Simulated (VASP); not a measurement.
The system is Au.

```
CELL_PARAMETERS angstrom
0.00000 2.05850 2.05850
2.05850 0.00000 2.05850
2.05850 2.05850 0.00000
ATOMIC_POSITIONS crystal
Au 0.00000 0.00000 0.00000
```

```yaml
Program: VASP 6.6.1
Task: relaxation of cell and atoms
Functional: PBEsol
Potentials_or_basis: VASP PAW PBE potentials, release 64 (Au)
Cutoff: 600 eV
k_mesh: 18 × 18 × 18
Occupations: gaussian, width 0.1 eV
Spin: no spin polarisation
```

At the start: pressure -4.2 GPa; volume 17.45 Å³/atom.

Problem. Where does the relaxation end?

Solution. Over 3 steps the energy falls by 5.9 meV/atom and the volume is 17.01 Å³/atom (-2.5 %); space group Fm-3m (No. 225, to 0.05 Å).

Step by step:
```csv
step,energy change (eV),largest force (eV/Å),pressure (GPa),volume (Å³)
1,0.0000,0.0000,-4.16,17.45
2,0.0104,0.0000,8.04,16.33
3,-0.0059,0.0000,-0.05,17.01
```

Final structure:
```xyz
1
Lattice="0.0000 2.0413 2.0413 2.0413 0.0000 2.0413 2.0413 2.0413 0.0000" Properties=species:S:1:pos:R:3 pbc="T T T"
Au    0.0000    0.0000    0.0000
```

Caveat: the PAW data sets were made with another functional, which shifts forces and pressure a little.
